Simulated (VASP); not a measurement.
Given:

```
SrCl2
1.0
    0.00000     3.48460     3.48460
    3.48460     0.00000     3.48460
    3.48460     3.48460     0.00000
Sr Cl
1 2
Direct
  0.00000   0.00000   0.00000
  0.25000   0.25000   0.25000
  0.75000   0.75000   0.75000
```

All values below come from PBE GGA, VASP's PBE PAW potentials (set 64) (plane waves; VASP). Run with 520 eV cut-off, 6×6×6 Γ-centred mesh, Gaussian smearing of 0.050 eV, potentials Sr_sv Cl.

Q: Estimate the energy per atom (σ→0), pressure, band gap (on the k-mesh) with the smallest direct gap where there is one.

A: 
The band gap (on the k-mesh) is 5.35 eV. The smallest direct gap (on the k-mesh) is 5.50 eV and the energy per atom (σ→0) is -4.260 eV/atom. The pressure is 12.0 kbar.

Only differences to runs with the same potentials and settings are physical.

The compound is SrCl2 in the fluorite structure. This cell is one point of a volume scan, at 0.97 of the reference volume.
